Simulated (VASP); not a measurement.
A convergence study with VASP on TaC (rock salt): one setting is varied, all else stays as given below, so the limit is that of these other settings. Each run relaxes cell and ions from the cell shown.

```yaml
crystal:
  lattice:
    - [0.00000, 2.23000, 2.23000]
    - [2.23000, 0.00000, 2.23000]
    - [2.23000, 2.23000, 0.00000]
  atoms:
    - { symbol: Ta, position: [0.00000, 0.00000, 0.00000] }
    - { symbol: C, position: [0.50000, 0.50000, 0.50000] }
```

Calculation: PBEsol GGA, VASP's PBE PAW potentials (set 64) (plane waves; VASP 6.6.1). The tightest run used: 700 eV cut-off, 19×19×19 Γ-centred mesh, first-order Methfessel-Paxton smearing of 0.10 eV, potentials Ta_pv C.

```json
[
 {"setting": "2×2×2 mesh", "relaxed volume (Å³/atom)": "11.311", "E (eV/atom)": "-11.0212", "irreducible k-points": "3"},
 {"setting": "3×3×3 mesh", "relaxed volume (Å³/atom)": "11.106", "E (eV/atom)": "-11.5225", "irreducible k-points": "4"},
 {"setting": "4×4×4 mesh", "relaxed volume (Å³/atom)": "11.007", "E (eV/atom)": "-11.6962", "irreducible k-points": "8"}
]
```

Question: These are the cheaper rows. Estimate the results at 19×19×19 mesh, and how far the last row shown lies from them.

Answer: 
```csv
quantity,tightest run,last row shown is off by
relaxed volume (Å³/atom),10.963,0.044
E (eV/atom),-11.7637,0.0676
```

VASP warned of too few bands at 3×3×3 mesh.

Left out are rungs that failed or repeat a setting and relaxations that didn't move; long series are thinned to 24 rows.

The compound is TaC in the rock salt structure. The electron count is odd and the run is not spin-polarised, which forces a metal.
